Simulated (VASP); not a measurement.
Data:

```yaml
crystal:
  lattice:
    - [3.44430, 0.00000, 0.00000]
    - [0.00000, 3.44430, 0.00000]
    - [0.00000, 0.00000, 3.44430]
  atoms:
    - { symbol: Al, position: [0.00000, 0.00000, 0.00000] }
    - { symbol: Ni, position: [0.00000, 0.50000, 0.50000], spin: 0.2 }
    - { symbol: Ni, position: [0.50000, 0.00000, 0.50000], spin: 0.2 }
    - { symbol: Ni, position: [0.50000, 0.50000, 0.00000], spin: 0.2 }
```

All values below come from PBEsol GGA, VASP's PBE PAW potentials (set 64) (plane waves; VASP). Run with 480 eV cut-off, 8×8×8 Γ-centred mesh, first-order Methfessel-Paxton smearing of 0.10 eV, potentials Al Ni.

**Question.** Estimate the cell moment, energy per atom (σ→0), pressure, band gap (on the k-mesh) with the smallest direct gap where there is one.

**Answer.** 
The band gap (on the k-mesh) comes out as none (metal, semimetal or under 0.01 eV). The cell moment is 0.00 μB, the energy per atom (σ→0) comes out as -6.039 eV/atom and the pressure comes out as 14.89 GPa.

The compound is Ni3Al in the L1_2 structure. It was relaxed first under an external pressure of 15 GPa.
